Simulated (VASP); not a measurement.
# Quasiparticle energies of LiH in VASP, part 3 of 4

Wanted: how far GW moves the Kohn-Sham levels of LiH. The cell is of the rock-salt type, one of the forms listed for this formula. The start is a cell from a database of measured crystal structures.

VASP 6.6.1, plane waves and PAW; the level of theory is named at each step.

So far, quasiparticle gap on the mesh (eV): step 4 (evGW0) 5.38.

The database entry behind the starting cell differs from later determinations by our own check (the deuteride, about 0.2 % short), so it need not match the best structure at ambient conditions.

**5. QPGW0**

This step: QPGW0 on PBE; plane waves and PAW (Li_GW, H_GW) (VASP 6.6.1).

Here the orbitals are updated too, by diagonalising a Hermitian self-energy in the bands up to NBANDSGW.

Input file INCAR:

```
SYSTEM = LiH
PREC = Accurate
ENCUT = 320
ISMEAR = 0
SIGMA = 0.01
LREAL = .FALSE.
GGA = PE
NBANDS = 112
ALGO = QPGW0
NELMGW = 4
ENCUTGW = 200
NOMEGA = 48
PRECFOCK = Fast
NBANDSGW = 24
LWAVE = .FALSE.
LCHARG = .FALSE.
```

Input file POSCAR:

```
LiH
1.0
    0.0000000000      2.0367500000      2.0367500000
    2.0367500000      0.0000000000      2.0367500000
    2.0367500000      2.0367500000      0.0000000000
Li H
1 1
Direct
    0.0000000000      0.0000000000      0.0000000000
    0.5000000000      0.5000000000      0.5000000000
```

Input file KPOINTS:

```
Automatic mesh
0
Gamma
6 6 6
0 0 0
```

The projector-augmented-wave data sets are Li_GW and H_GW (PBE family, release 64).

Run with:

```
mpirun -np 8 vasp_std
```

What it wrote:

```text
[banner, memory and clock lines left out]
running    8 mpi-ranks, on    1 nodes
 distrk:  each k-point on    8 cores,    1 groups
 distr:  one band on    1 cores,    8 groups

 POSCAR found type information on POSCAR LiH
 POSCAR found :  2 types and       2 ions
 [... a notice as in an earlier step ...]

 [... a notice as in an earlier step ...]

 LDA part: xc-table for (Slater+PW92), standard interpolation
 found WAVECAR, reading the header
 POSCAR, INCAR and KPOINTS ok, starting setup
 FFT: planning ... GRIDC
 FFT: planning ... GRID_SOFT
 FFT: planning ... GRID
 reading WAVECAR
 the WAVECAR file was read successfully
 initial charge from wavefunction
 available memory per node:     92.03 GB, setting MAXMEM to     94234

 The Fermi energy was updated, please check that it is located mid-gap
 values below the HOMO (VB) or above the LUMO (CB) will cause erroneous energies
 E-fermi :  -1.2317

 calculate exact exchange contribution
 the WAVEDER file was read successfully
energies w=
    0.000    0.000    0.565    0.000    1.127    0.000    1.684    0.000
    2.235    0.000    2.779    0.000    3.313    0.000    3.837    0.000
    4.352    0.000    4.857    0.000    5.353    0.000    5.840    0.000
    6.321    0.000    6.797    0.000    7.268    0.000    7.737    0.000
    8.205    0.000    8.675    0.000    9.148    0.000    9.627    0.000
   10.114    0.000   10.612    0.000   11.124    0.000   11.654    0.000
   12.205    0.000   12.781    0.000   13.389    0.000   14.033    0.000
   14.721    0.000   15.462    0.000   16.267    0.000   17.147    0.000
   18.120    0.000   19.206    0.000   20.431    0.000   21.829    0.000
   23.447    0.000   25.347    0.000   27.616    0.000   30.380    0.000
   33.827    0.000   38.249    0.000   44.128    0.000   52.319    0.000
   64.500    0.000   84.462    0.000  122.996    0.000  227.881    0.000
 responsefunction array rank=     120
 LDA part: xc-table for (Slater+PW92), standard interpolation

 min. memory requirement per mpi rank    138.8 MB, per node   1110.6 MB

 allocating   6 responsefunctions rank=   120
 shmem allocating  48 responsefunctions rank=   120
 response function shared by NCSHMEM nodes    1
 Doing            6  frequencies on each core in blocks of           48
NQ=   1    0.0000    0.0000    0.0000,
|.........|.........|.........|.........|.........|.........|.........|.........
 performed        133000 updates of chi_q(r,r)
 total number of BLAS operations         13.69 Gflops
NQ=   2    0.1667    0.0000    0.0000,
|.........|.........|.........|.........|.........|.........|.........|.........
 performed        761000 updates of chi_q(r,r)
 total number of BLAS operations         74.53 Gflops
NQ=   3    0.3333    0.0000    0.0000,
|.........|.........|.........|.........|.........|.........|.........|.........
 performed       1389000 updates of chi_q(r,r)
 total number of BLAS operations        136.49 Gflops
NQ=   4    0.5000    0.0000    0.0000,
|.........|.........|.........|.........|.........|.........|.........|.........
 performed       1748000 updates of chi_q(r,r)
 total number of BLAS operations        170.06 Gflops
NQ=   5    0.1667    0.1667    0.0000,
|.........|.........|.........|.........|.........|.........|.........|.........
 performed       2252000 updates of chi_q(r,r)
 total number of BLAS operations        221.63 Gflops
NQ=   6    0.3333    0.1667    0.0000,
|.........|.........|.........|.........|.........|.........|.........|.........
 performed       3332000 updates of chi_q(r,r)
 total number of BLAS operations        324.30 Gflops
NQ=   7    0.5000    0.1667    0.0000,
|.........|.........|.........|.........|.........|.........|.........|.........
 performed       4412000 updates of chi_q(r,r)
 total number of BLAS operations        426.96 Gflops
NQ=   8   -0.3333    0.1667    0.0000,
|.........|.........|.........|.........|.........|.........|.........|.........
 performed       5492000 updates of chi_q(r,r)
 total number of BLAS operations        527.75 Gflops
NQ=   9   -0.1667    0.1667    0.0000,
|.........|.........|.........|.........|.........|.........|.........|.........
 performed       6292000 updates of chi_q(r,r)
 total number of BLAS operations        606.67 Gflops
NQ=  10    0.3333    0.3333    0.0000,
|.........|.........|.........|.........|.........|.........|.........|.........
 performed       6796000 updates of chi_q(r,r)
 total number of BLAS operations        658.25 Gflops
NQ=  11    0.5000    0.3333    0.0000,
|.........|.........|.........|.........|.........|.........|.........|.........
 performed       7876000 updates of chi_q(r,r)
 total number of BLAS operations        755.34 Gflops
NQ=  12   -0.3333    0.3333    0.0000,
|.........|.........|.........|.........|.........|.........|.........|.........
 performed       8676000 updates of chi_q(r,r)
 total number of BLAS operations        820.67 Gflops
NQ=  13    0.5000    0.5000    0.0000,
|.........|.........|.........|.........|.........|.........|.........|.........
 performed       8971000 updates of chi_q(r,r)
 total number of BLAS operations        852.45 Gflops
NQ=  14    0.5000    0.3333    0.1667,
|.........|.........|.........|.........|.........|.........|.........|.........
 performed      10061000 updates of chi_q(r,r)
 total number of BLAS operations        958.05 Gflops
NQ=  15   -0.3333    0.3333    0.1667,
|.........|.........|.........|.........|.........|.........|.........|.........
 performed      11012000 updates of chi_q(r,r)
 total number of BLAS operations       1046.80 Gflops
NQ=  16   -0.3333    0.5000    0.1667,
|.........|.........|.........|.........|.........|.........|.........|.........
 performed      11812000 updates of chi_q(r,r)
 total number of BLAS operations       1116.08 Gflops
 resolving degeneracies of screened two electron integrals

 calculate QP shifts <psi_nk| G(iteration)W_0 |psi_nk>: iteration 1

 QP shifts <psi_nk| G(iteration)W_0 |psi_nk>: iteration 1
 NQ=           1  operations          48
 NQ=           2  operations           6
 NQ=           3  operations           6
 NQ=           4  operations          12
 NQ=           5  operations           8
 NQ=           6  operations           2
 NQ=           7  operations           2
 NQ=           8  operations           2
 NQ=           9  operations           4
 NQ=          10  operations           8
 NQ=          11  operations           2
 NQ=          12  operations           4
 NQ=          13  operations          16
 NQ=          14  operations           2
 NQ=          15  operations           2
 NQ=          16  operations           4
 allocating   6 responsefunctions rank=   120
[...]
NQ=   4    0.5000    0.0000    0.0000,
|.........|.........|.........|.........|.........|.........|.........|.........
 performed       1748000 updates of chi_q(r,r)
 total number of BLAS operations        170.06 Gflops
NQ=   5    0.1667    0.1667    0.0000,
|.........|.........|.........|.........|.........|.........|.........|.........
 performed       2252000 updates of chi_q(r,r)
 total number of BLAS operations        221.63 Gflops
NQ=   6    0.3333    0.1667    0.0000,
|.........|.........|.........|.........|.........|.........|.........|.........
 performed       3332000 updates of chi_q(r,r)
 total number of BLAS operations        324.30 Gflops
NQ=   7    0.5000    0.1667    0.0000,
|.........|.........|.........|.........|.........|.........|.........|.........
 performed       4412000 updates of chi_q(r,r)
 total number of BLAS operations        426.96 Gflops
NQ=   8   -0.3333    0.1667    0.0000,
|.........|.........|.........|.........|.........|.........|.........|.........
 performed       5492000 updates of chi_q(r,r)
 total number of BLAS operations        527.75 Gflops
NQ=   9   -0.1667    0.1667    0.0000,
|.........|.........|.........|.........|.........|.........|.........|.........
 performed       6292000 updates of chi_q(r,r)
 total number of BLAS operations        606.67 Gflops
NQ=  10    0.3333    0.3333    0.0000,
|.........|.........|.........|.........|.........|.........|.........|.........
 performed       6796000 updates of chi_q(r,r)
 total number of BLAS operations        658.25 Gflops
NQ=  11    0.5000    0.3333    0.0000,
|.........|.........|.........|.........|.........|.........|.........|.........
 performed       7876000 updates of chi_q(r,r)
 total number of BLAS operations        755.34 Gflops
NQ=  12   -0.3333    0.3333    0.0000,
|.........|.........|.........|.........|.........|.........|.........|.........
 performed       8676000 updates of chi_q(r,r)
 total number of BLAS operations        820.67 Gflops
NQ=  13    0.5000    0.5000    0.0000,
|.........|.........|.........|.........|.........|.........|.........|.........
 performed       8971000 updates of chi_q(r,r)
 total number of BLAS operations        852.45 Gflops
NQ=  14    0.5000    0.3333    0.1667,
|.........|.........|.........|.........|.........|.........|.........|.........
 performed      10061000 updates of chi_q(r,r)
 total number of BLAS operations        958.05 Gflops
NQ=  15   -0.3333    0.3333    0.1667,
|.........|.........|.........|.........|.........|.........|.........|.........
 performed      11012000 updates of chi_q(r,r)
 total number of BLAS operations       1046.80 Gflops
NQ=  16   -0.3333    0.5000    0.1667,
|.........|.........|.........|.........|.........|.........|.........|.........
 performed      11812000 updates of chi_q(r,r)
 total number of BLAS operations       1116.08 Gflops
 resolving degeneracies of screened two electron integrals

 QP shifts <psi_nk| G(iteration)W_0 |psi_nk>: iteration 3
 NQ=           1  operations          48
 NQ=           2  operations           6
 NQ=           3  operations           6
 NQ=           4  operations          12
 NQ=           5  operations           8
 NQ=           6  operations           2
 NQ=           7  operations           2
 NQ=           8  operations           2
 NQ=           9  operations           4
 NQ=          10  operations           8
 NQ=          11  operations           2
 NQ=          12  operations           4
 NQ=          13  operations          16
 NQ=          14  operations           2
 NQ=          15  operations           2
 NQ=          16  operations           4
 allocating   6 responsefunctions rank=   120
 shmem allocating  48 responsefunctions rank=   120
 response function shared by NCSHMEM nodes    1
 Doing            6  frequencies on each core in blocks of           48
NQ=   1    0.0000    0.0000    0.0000,
|.........|.........|.........|.........|.........|.........|.........|.........
 performed        133000 updates of chi_q(r,r)
 total number of BLAS operations         13.69 Gflops
NQ=   2    0.1667    0.0000    0.0000,
|.........|.........|.........|.........|.........|.........|.........|.........
 performed        761000 updates of chi_q(r,r)
 total number of BLAS operations         74.53 Gflops
NQ=   3    0.3333    0.0000    0.0000,
|.........|.........|.........|.........|.........|.........|.........|.........
 performed       1389000 updates of chi_q(r,r)
 total number of BLAS operations        136.49 Gflops
NQ=   4    0.5000    0.0000    0.0000,
|.........|.........|.........|.........|.........|.........|.........|.........
 performed       1748000 updates of chi_q(r,r)
 total number of BLAS operations        170.06 Gflops
NQ=   5    0.1667    0.1667    0.0000,
|.........|.........|.........|.........|.........|.........|.........|.........
 performed       2252000 updates of chi_q(r,r)
 total number of BLAS operations        221.63 Gflops
NQ=   6    0.3333    0.1667    0.0000,
|.........|.........|.........|.........|.........|.........|.........|.........
 performed       3332000 updates of chi_q(r,r)
 total number of BLAS operations        324.30 Gflops
NQ=   7    0.5000    0.1667    0.0000,
|.........|.........|.........|.........|.........|.........|.........|.........
 performed       4412000 updates of chi_q(r,r)
 total number of BLAS operations        426.96 Gflops
NQ=   8   -0.3333    0.1667    0.0000,
|.........|.........|.........|.........|.........|.........|.........|.........
 performed       5492000 updates of chi_q(r,r)
 total number of BLAS operations        527.75 Gflops
NQ=   9   -0.1667    0.1667    0.0000,
|.........|.........|.........|.........|.........|.........|.........|.........
 performed       6292000 updates of chi_q(r,r)
 total number of BLAS operations        606.67 Gflops
NQ=  10    0.3333    0.3333    0.0000,
|.........|.........|.........|.........|.........|.........|.........|.........
 performed       6796000 updates of chi_q(r,r)
 total number of BLAS operations        658.25 Gflops
NQ=  11    0.5000    0.3333    0.0000,
|.........|.........|.........|.........|.........|.........|.........|.........
 performed       7876000 updates of chi_q(r,r)
 total number of BLAS operations        755.34 Gflops
NQ=  12   -0.3333    0.3333    0.0000,
|.........|.........|.........|.........|.........|.........|.........|.........
 performed       8676000 updates of chi_q(r,r)
 total number of BLAS operations        820.67 Gflops
NQ=  13    0.5000    0.5000    0.0000,
|.........|.........|.........|.........|.........|.........|.........|.........
 performed       8971000 updates of chi_q(r,r)
 total number of BLAS operations        852.45 Gflops
NQ=  14    0.5000    0.3333    0.1667,
|.........|.........|.........|.........|.........|.........|.........|.........
 performed      10061000 updates of chi_q(r,r)
 total number of BLAS operations        958.05 Gflops
NQ=  15   -0.3333    0.3333    0.1667,
|.........|.........|.........|.........|.........|.........|.........|.........
 performed      11012000 updates of chi_q(r,r)
 total number of BLAS operations       1046.80 Gflops
NQ=  16   -0.3333    0.5000    0.1667,
|.........|.........|.........|.........|.........|.........|.........|.........
 performed      11812000 updates of chi_q(r,r)
 total number of BLAS operations       1116.08 Gflops
 resolving degeneracies of screened two electron integrals

 QP shifts <psi_nk| G(iteration)W_0 |psi_nk>: iteration 4
 NQ=           1  operations          48
 NQ=           2  operations           6
 NQ=           3  operations           6
 NQ=           4  operations          12
 NQ=           5  operations           8
 NQ=           6  operations           2
 NQ=           7  operations           2
 NQ=           8  operations           2
 NQ=           9  operations           4
 NQ=          10  operations           8
 NQ=          11  operations           2
 NQ=          12  operations           4
 NQ=          13  operations          16
 NQ=          14  operations           2
 NQ=          15  operations           2
 NQ=          16  operations           4
 entering main loop
```

It took 18 min on 8 MPI ranks of AMD EPYC 7R43, shared host; peak memory 1.5 GiB.

Parts of OUTCAR (step 5):

```text
   NELECT =       2.0000    total number of electrons

 E-fermi :  -1.2317

 k-point   7 :       0.5000    0.1667    0.0000
  band No.  KS-energies  QP-energies   sigma(KS)   V_xc(KS)     V^pw_x(r,r')   Z            occupation Imag(sigma)
      1      -4.8333      -6.2530     -11.9097      -9.9560     -14.0091       0.7266       2.0000       0.0602
      2       2.4306       2.9768      -6.7771      -7.4840      -3.0732       0.7726       0.0000      -0.1139
      3       7.5472       8.1064      -7.8720      -8.6425      -3.0870       0.7258       0.0000      -0.2639
      4      10.7117      11.4347      -6.5934      -7.5726      -1.6217       0.7384       0.0000      -0.4329
      5      12.8599      13.4812      -6.9303      -7.7745      -1.4962       0.7361       0.0000      -0.6980
    ...

 QP shifts <psi_nk| G(iteration)W_0 |psi_nk>: iteration 1
 k-point   1 :       0.0000    0.0000    0.0000
  band No. DFT-energies  QP-energies  QP-e(diag)   sigma(DFT)    Z            occupation
      1      -8.0195      -9.5636      -9.5112     -10.2670       0.6637       2.0000
      2      12.8017      13.2879      13.2707      13.4906       0.6809       0.0000
      3      14.6588      15.6292      15.6449      15.9902       0.7407       0.0000
      4      14.6588      15.6292      15.6449      15.9902       0.7407       0.0000
      5      14.6588      15.6292      15.6449      15.9902       0.7407       0.0000
    ...

 QP shifts <psi_nk| G(iteration)W_0 |psi_nk>: iteration 2
 k-point   1 :       0.0000    0.0000    0.0000
  band No. DFT-energies  QP-energies  QP-e(diag)   sigma(DFT)    Z            occupation
      1      -9.5636     -10.0165      -9.9876     -10.1926       0.6741       2.0000
      2      13.2879      13.5040      13.4809      13.5690       0.6864       0.0000
      3      15.6292      15.8493      15.8841      15.9690       0.7503       0.0000
      4      15.6292      15.8493      15.8841      15.9690       0.7503       0.0000
      5      15.6292      15.8493      15.8841      15.9690       0.7503       0.0000
    ...

 QP shifts <psi_nk| G(iteration)W_0 |psi_nk>: iteration 3
 k-point   1 :       0.0000    0.0000    0.0000
  band No. DFT-energies  QP-energies  QP-e(diag)   sigma(DFT)    Z            occupation
      1     -10.0165     -10.1299     -10.1000     -10.1407       0.6724       2.0000
      2      13.5040      13.5712      13.5501      13.5728       0.6700       0.0000
      3      15.8493      15.8989      15.9366      15.9656       0.7503       0.0000
      4      15.8493      15.8989      15.9366      15.9656       0.7503       0.0000
      5      15.8493      15.8989      15.9366      15.9656       0.7503       0.0000
    ...

 QP shifts <psi_nk| G(iteration)W_0 |psi_nk>: iteration 4
 k-point   1 :       0.0000    0.0000    0.0000
  band No. DFT-energies  QP-energies  QP-e(diag)   sigma(DFT)    Z            occupation
      1     -10.1299     -10.1580     -10.1265     -10.1249       0.6731       2.0000
      2      13.5712      13.5852      13.5642      13.5606       0.6683       0.0000
      3      15.8989      15.9085      15.9452      15.9606       0.7499       0.0000
      4      15.8989      15.9085      15.9452      15.9606       0.7499       0.0000
      5      15.8989      15.9085      15.9452      15.9606       0.7499       0.0000
    ...

[... 15 parts as in an earlier step ...]

[... 30 further parts left out ...]
```

This step gave:

```
quasiparticle gap on the mesh                 : 5.701 eV
smallest direct quasiparticle gap on the mesh : 5.701 eV
```

QP gap by iteration, by row:

```
iteration  gap (eV)  direct gap (eV)
        1     4.987            4.987
        2     5.601            5.601
        3     5.628            5.628
        4     5.701            5.701
```

GW takes the gap from 2.989 to 5.701 eV. That is +322 meV against evGW0 on PBE. The last pass still moved it by +73 meV. The value holds for 112 bands, ENCUTGW = 200 eV and this mesh, and isn't shown to be converged in them.

(Continued in part 4 of 4.)

[Lines on the potential files, build, host, timing and source positions are cut from VASP's logs without a mark.]

[Logs are printed without paths, hosts, clocks, repeated set-up lines and the standing remarks that a program may print on its own settings, such as how far it seeks lower states.]

[Hosts, paths, dates, database ids (printed as entryN), source tags and the programs' standing remarks are cut or masked in the printed files.]

[Pressures printed for these runs are not shown converged in the cutoff: they can be off by several GPa and have the wrong sign.]
